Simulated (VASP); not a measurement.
Here is the system:

```xyz
2
Lattice="3.1625 0.0000 0.0000 0.0000 3.1625 0.0000 0.0000 0.0000 3.1625" Properties=species:S:1:pos:R:3 pbc="T T T"
Zn     1.5812     1.5812     1.5812
Au     0.0000     0.0000     0.0000
```

Calculation: rev-vdW-DF2, VASP's PBE PAW potentials (set 64) (plane waves; VASP 6.6.1). Run with 520 eV cut-off, Gaussian smearing of 0.050 eV, potentials Zn Au.

**Question.** Give the energies of bands 6 to 14 at the high-symmetry points, in eV from the Fermi level.

**Answer.** 
```csv
band,Γ,X,M,R
6,-7.47,-7.33,-6.40,-6.32
7,-5.38,-5.70,-5.02,-6.32
8,-5.38,-5.43,-4.07,-6.32
9,-3.72,-4.86,-4.07,-3.10
10,-3.72,-4.86,-3.14,-3.10
11,-3.72,-3.87,-1.88,1.23
12,4.95,-2.38,-1.88,3.40
13,4.95,10.52,0.74,3.77
14,4.95,11.01,2.34,3.77
```

It has no gap at this level: it comes out as a metal or semimetal.

The compound is AuZn in the CsCl type structure. It was relaxed first. The electron count is odd and the run is not spin-polarised, which forces a metal.
